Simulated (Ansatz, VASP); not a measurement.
## NbB2 in VASP and in Ansatz

```
CELL_PARAMETERS angstrom
2.91838 0.00000 0.00000
-1.45919 2.52739 0.00000
0.00000 0.00000 3.36335
ATOMIC_POSITIONS crystal
Nb 0.00000 0.00000 0.00000
B 0.33333 0.66667 0.50000
B 0.66667 0.33333 0.50000
```

Change from the starting cell: strain -0.050 along x and y, +0.025 along z, atoms carried along.

Alike in both runs: task single point; functional LDA; k mesh 18 × 18 × 14; occupations gaussian, width 0.15 eV; no spin polarisation.

|  | VASP | Ansatz |
| --- | --- | --- |
| version | VASP 6.6.1 | Ansatz 0.2.0 |
| potentials or method | VASP PAW LDA potentials, release 64 (Nb_sv, B) | scalar-relativistic, plane waves, PAW |
| plane-wave cutoff (eV) | 520 | 420 |
| valence electrons in the cell | 19 | 19 |

Ansatz gave:

| Quantity | Value |
| --- | --- |
| gap on the k mesh at the Fermi level (eV) | none |
| pressure (GPa) | 30.5 |
| largest component of the traceless stress (GPa) | 15.60 |

Question: Estimate VASP's values.

Answer: gap on the k mesh at the Fermi level (eV): none; pressure (GPa): 30.7; largest component of the traceless stress (GPa): 15.79.

A gap of «none» marks a metal or a gap that the smearing closes.

Caveats: so large a pressure means that the cell lies far from this level's equilibrium, or that cutoff or potentials fall short (VASP).
